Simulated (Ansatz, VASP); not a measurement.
# Two plane-wave programs on Sr3N

File INCAR:

```
PREC = Accurate
ENCUT = 600
EDIFF = 1E-6
ISMEAR = 0
SIGMA = 0.1
LREAL = False
LASPH = True
NELM = 100
ALGO = Normal
ISIF = 3
LWAVE = False
LCHARG = False
GGA = PE
IBRION = 2
NSW = 100
EDIFFG = -0.01
```

The input KPOINTS:

```
Automatic mesh
0
Gamma
  10 10 10
```

The input POSCAR:

```
Sr3N
1.0
    5.3148663361      0.0000000000      0.0000000000
    0.0000000000      5.3148663361      0.0000000000
    0.0000000000      0.0000000000      5.3148663361
Sr N
3 1
Direct
    0.0000000000      0.0000000000      0.5000000000
    0.5000000000      0.0000000000      0.0000000000
    0.0000000000      0.5000000000      0.0000000000
    0.0000000000      0.0000000000      0.0000000000
```

Input for Ansatz:

```yaml
crystal:
  lattice:
    - [5.3148663361, 0.0, 0.0]
    - [0.0, 5.3148663361, 0.0]
    - [0.0, 0.0, 5.3148663361]
  atoms:
    - { symbol: Sr, position: [0.0, 0.0, 0.5] }
    - { symbol: Sr, position: [0.5, 0.0, 0.0] }
    - { symbol: Sr, position: [0.0, 0.5, 0.0] }
    - { symbol: "N", position: [0.0, 0.0, 0.0] }
basis:
  ecutwfc: 420
kpoints:
  mp_grid: { grid: [10, 10, 10] }
hamiltonian:
  xc: pbe
scf:
  occupations: { method: gaussian, width: 0.1 }
output:
  forces: true
  stress: true
  eigenvalues: true
relax:
  adjacent_minimum: "off"
  f_tol: 0.01
  max_steps: 80
  cell: { stress_tol: 0.05 }
```

Alike in both runs: task relaxation of cell and atoms; functional PBE; k mesh 10 × 10 × 10; occupations gaussian, width 0.1 eV; no spin polarisation.

|  | VASP | Ansatz |
| --- | --- | --- |
| version | VASP 6.6.1 | Ansatz 0.2.0 |
| potentials or method | VASP PAW PBE potentials, release 64 (Sr_sv, N) | scalar-relativistic, plane waves, PAW |
| plane-wave cutoff (eV) | 600 | 420 |
| valence electrons in the cell | 35 | 35 |

VASP gave:

- gap on the k mesh at the Fermi level, each at its own relaxed structure (eV): none
- relaxed volume (Å³/atom): 37.68
- relaxed cell length with the largest relative difference (Å): 5.322

Q: Estimate Ansatz's values.

A: gap on the k mesh at the Fermi level, each at its own relaxed structure (eV): none; relaxed volume (Å³/atom): 37.53; relaxed cell length with the largest relative difference (Å): 5.315.

A gap of «none» marks a metal or a gap that the smearing closes.
